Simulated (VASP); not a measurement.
Data:

```
CELL_PARAMETERS angstrom
      0.00000     2.09329     2.09329
      2.09329     0.00000     2.09329
      2.09329     2.09329     0.00000
ATOMIC_POSITIONS crystal
  Mg 0.00000 0.00000 0.00000
  O  0.50000 0.50000 0.50000
```

Computed with r2SCAN+rVV10, VASP's PBE PAW potentials (set 64) (plane waves; VASP 6.6.1). Run with 520 eV cut-off, 12×12×12 Γ-centred mesh, tetrahedra with Blöchl corrections, potentials Mg O.

Problem. Predict the energy per atom (σ→0), band gap (over mesh and band path) with the smallest direct gap where there is one.

Solution. 
```
Quantity                                                Value
---------------------------------------------  --------------
band gap (over mesh and band path)                    5.75 eV
smallest direct gap (over mesh and band path)         5.75 eV
energy per atom (σ→0)                          -7.945 eV/atom
```

Only differences to runs with the same potentials and settings are physical.

The compound is MgO in the rock salt structure. It was relaxed first.
